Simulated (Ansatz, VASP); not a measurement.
# One calculation of LuGe3O, two programs

```xyz
5
Lattice="4.4356 0.0000 0.0000 0.0000 4.4356 0.0000 0.0000 0.0000 4.4356" Properties=species:S:1:pos:R:3 pbc="T T T"
Lu    2.2178    2.2178    2.2178
Ge    2.2178    0.0000    0.0000
Ge    0.0000    2.2178    0.0000
Ge    0.0000    0.0000    2.2178
O     0.0000    0.0000    0.0000
```

Alike in both runs: functional PBE; k mesh 4 × 4 × 4; occupations gaussian, width 0.1 eV; no spin polarisation.

Ansatz relaxed the structure, and its values are those at the end. VASP's run is a single point on that final structure, the one shown.

```csv
,VASP,Ansatz
version,VASP 6.6.1,Ansatz 0.2.0
potentials or method,"VASP PAW PBE potentials, release 64 (Lu, Ge_d, O)","scalar-relativistic, plane waves, PAW"
plane-wave cutoff (eV),520,420
valence electrons in the cell,73,73
```

Ansatz gave:

```
gap on the k mesh at the Fermi level (eV) : none
pressure (GPa)                            : 0.2
```

Q: What did VASP give for the same quantities?

A: gap on the k mesh at the Fermi level (eV): none; pressure (GPa): 0.3.

A gap of «none» marks a metal or a gap that the smearing closes.

Caveats: an odd number of electrons without spin polarisation forces a metal; a magnetic or distorted state may lie lower. The runs have no spin-orbit coupling, so splittings on Lu are missing.
